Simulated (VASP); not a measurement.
Data:

```
PbS
1.0
    0.00000     3.03221     3.03221
    3.03221     0.00000     3.03221
    3.03221     3.03221     0.00000
Pb S
1 1
Cartesian
  0.00000   0.00000   0.00000
  3.03221   3.03221   3.03221
```

Method: HSE06 screened hybrid, VASP's PBE PAW potentials (set 64) (plane waves; VASP 6.6.1). Run with 520 eV cut-off, 6×6×6 Γ-centred mesh, Gaussian smearing of 0.050 eV, potentials Pb_d S.

Task: Give the stress tensor in GPa (positive for a compressed cell).

Result: 
```
-2.58   0.00   0.00
 0.00  -2.58   0.00
 0.00   0.00  -2.58
```
The pressure is its mean diagonal, -2.58 GPa.

The compound is PbS in the rock salt structure. This cell is one point of a volume scan, at 1.03 of the reference volume. The cell's shape comes from a PBE relaxation.
